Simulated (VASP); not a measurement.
Given:

```
BaO
1.0
    0.00000     2.74016     2.74016
    2.74016     0.00000     2.74016
    2.74016     2.74016     0.00000
Ba O
1 1
Direct
  0.00000   0.00000   0.00000
  0.50000   0.50000   0.50000
```

All values below come from LDA (Ceperley-Alder, Perdew-Zunger), VASP's LDA PAW potentials (set 64) (plane waves; VASP). Run with 520 eV cut-off, Gaussian smearing of 0.050 eV, potentials Ba_sv O.

Unless said otherwise, spin-orbit coupling is left out, though it shifts the bands of the heavy elements here.

Give the energies of bands 6 to 11 at the high-symmetry points, in eV from the valence-band maximum.

```tsv
band	Γ	X	U	L	W
6	-0.45	-0.22	-1.05	-2.22	-1.50
7	-0.45	-0.22	-0.85	-1.67	-0.24
8	-0.45	0.00	-0.16	-1.67	-0.24
9	3.46	1.70	3.23	4.85	4.47
10	4.57	6.06	6.52	7.21	4.47
11	4.57	9.05	7.13	7.21	6.97
```

The gap is direct, 1.70 eV, from the valence maximum at X to the conduction minimum at X.

Measured: gap 4.40 eV (computed value off by -2.70 eV), as given by Abedi et al., (2022), arXiv:2211.14644.

The compound is BaO in the rock salt structure. It was relaxed first.
